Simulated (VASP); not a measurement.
Method: RPBE GGA, VASP's PBE PAW potentials (set 64) (plane waves; VASP 6.6.1).

The input files of a VASP run:

File KPOINTS:
```
Automatic
0
G
 12 12 7
```

**POSCAR**
```
Ti
1
    1.5188480000    -2.6014510000     0.0000000000
    1.5188480000     2.6014510000     0.0000000000
    0.0000000000     0.0000000000     4.6580380000
Ti
2
Direct
  0.3333330000   0.6666670000   0.2500000000
  0.6818020000   0.3484680000   0.7500000000
```

INCAR:
```
# general
SYSTEM  = Ti
PREC    = Accurate
ENCUT   = 400   # plane-wave cut-off (eV)
LREAL   = F
LASPH   = T   # aspherical one-centre terms

# electronic loop
EDIFF   = 1E-6   # SCF stop (eV)
NELM    = 100   # most electronic steps
ALGO    = Normal   # blocked Davidson
LMAXMIX = 4

# smearing
ISMEAR  = 1   # Methfessel-Paxton
SIGMA   = 0.1   # width (eV)

# functional
GGA     = RP   # RPBE

# ions
ISIF    = 2   # forces and stress, cell fixed

# output
LWAVE   = F
LCHARG  = F
```

POTCAR, in this order: Ti_sv (PBE.64 set). Program: vasp_std.

Output

OSZICAR:
```
       N       E                     dE             d eps       ncg     rms          rms(c)
DAV:   1     0.227569541486E+03    0.22757E+03   -0.11954E+04  9480   0.158E+03
DAV:   2     0.103689053524E+02   -0.21720E+03   -0.21603E+03  9872   0.453E+02
DAV:   3    -0.158628096285E+02   -0.26232E+02   -0.26035E+02 18624   0.129E+02
DAV:   4    -0.169628401550E+02   -0.11000E+01   -0.10999E+01  9784   0.272E+01
DAV:   5    -0.170237080997E+02   -0.60868E-01   -0.60865E-01 15872   0.444E+00    0.111E+01
DAV:   6    -0.148378230176E+02    0.21859E+01   -0.87127E+00 11336   0.335E+01    0.271E+00
DAV:   7    -0.148297639681E+02    0.80590E-02   -0.74678E-01 14280   0.729E+00    0.198E+00
DAV:   8    -0.148519442581E+02   -0.22180E-01   -0.19448E-01 11240   0.580E+00    0.664E-01
DAV:   9    -0.148428845979E+02    0.90597E-02   -0.52567E-02 11720   0.252E+00    0.426E-02
DAV:  10    -0.148430082287E+02   -0.12363E-03   -0.16581E-03 15160   0.326E-01    0.626E-02
DAV:  11    -0.148430632974E+02   -0.55069E-04   -0.11290E-04 10936   0.100E-01    0.174E-02
DAV:  12    -0.148430530790E+02    0.10218E-04   -0.31998E-05 14056   0.353E-02    0.378E-03
DAV:  13    -0.148430538690E+02   -0.78998E-06   -0.72598E-07  7080   0.108E-02
   1 F= -.14843054E+02 E0= -.14843371E+02  d E =0.951754E-03
```

File OUTCAR:
```
------------------------ aborting loop because EDIFF is reached ----------------------------------------
  FORCE on cell =-STRESS in cart. coord.  units (eV):
  Direction    XX          YY          ZZ          XY          YZ          ZX
  --------------------------------------------------------------------------------------
  Total       -1.2061348     -0.9116128     -0.4106604     -0.1314316      0.0000000      0.0000000
  in kB      -52.4980848    -39.6787505    -17.8743574     -5.7206770      0.0000000      0.0000000
  external PRESSURE =     -36.6837309 kB  Pullay stress =       0.0000000 kB
  volume of cell :       36.81
      direct lattice vectors                 reciprocal lattice vectors
     1.518848000 -2.601451000  0.000000000     0.329196865 -0.192200430  0.000000000
     1.518848000  2.601451000  0.000000000     0.329196865  0.192200430  0.000000000
     0.000000000  0.000000000  4.658038000     0.000000000  0.000000000  0.214682663
 POSITION                                       TOTAL-FORCE (eV/Angst)
 -----------------------------------------------------------------------------------
      1.51885      0.86715      1.16451         0.075705      0.031945      0.000000
      1.56482     -0.86715      3.49353        -0.075705     -0.031945      0.000000
 -----------------------------------------------------------------------------------
    total drift:                                0.000005     -0.000031     -0.000000
  FREE ENERGIE OF THE ION-ELECTRON SYSTEM (eV)
  ---------------------------------------------------
  free  energy   TOTEN  =       -14.8430538690 eV

  energy  without entropy=      -14.8440056231  energy(sigma->0) =      -14.84337112
```
(Selected blocks of OUTCAR.)

The compound is Ti in the hcp structure. The cell was not relaxed at this level, atoms are displaced from their ideal sites. The run is one of a series of settings (GGA = RP against the base run), some of them coarse on purpose.
